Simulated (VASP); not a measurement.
A run of VASP 6.6.1 is set up as follows.

File INCAR:

```
PREC = Accurate ; ENCUT = 520
EDIFF = 1E-6 ; ISMEAR = 0
SIGMA = 0.05 ; LREAL = F
LASPH = T ; NELM = 60
ALGO = Normal ; ISIF = 2
LWAVE = F ; LCHARG = F
GGA = PS ; IBRION = 2
NSW = 60 ; EDIFFG = -0.02
```

The input KPOINTS:

```
Automatic mesh
0
Gamma
  6 6 6
```

The input POSCAR:

```
SrB3Pt
1.0
    4.2346900000      0.0000000000      0.0000000000
    0.0000000000      4.2346900000      0.0000000000
    0.0000000000      0.0000000000      4.2346900000
Sr B Pt
1 3 1
Direct
    0.0000000000      0.0000000000      0.0000000000
    0.0000000000      0.5000000000      0.5000000000
    0.5000000000      0.0000000000      0.5000000000
    0.5000000000      0.5000000000      0.0000000000
    0.5000000000      0.5000000000      0.5000000000
```

Potentials or basis: VASP PAW PBE potentials, release 64 (Sr_sv, B, Pt).

Run with:

```console
$ cat potpaw_PBE.64/Sr_sv/POTCAR potpaw_PBE.64/B/POTCAR potpaw_PBE.64/Pt/POTCAR > POTCAR
$ mpirun -np 1 vasp_std > vasp.out
```

**Question.** Estimate the band gap on the k mesh.

**Answer.** None (metal or under the smearing width).

Final structure:
```
Sr B Pt
1.0
     4.23469    0.00000    0.00000
     0.00000    4.23469    0.00000
     0.00000    0.00000    4.23469
Sr B Pt
1 3 1
Direct
  0.00000 0.00000 0.00000
  0.00000 0.50000 0.50000
  0.50000 0.00000 0.50000
  0.50000 0.50000 0.00000
  0.50000 0.50000 0.50000
```

Caveat: the relaxation stopped at its first step, so nothing moved. Spin-orbit coupling is left out, which matters for the levels of Pt.
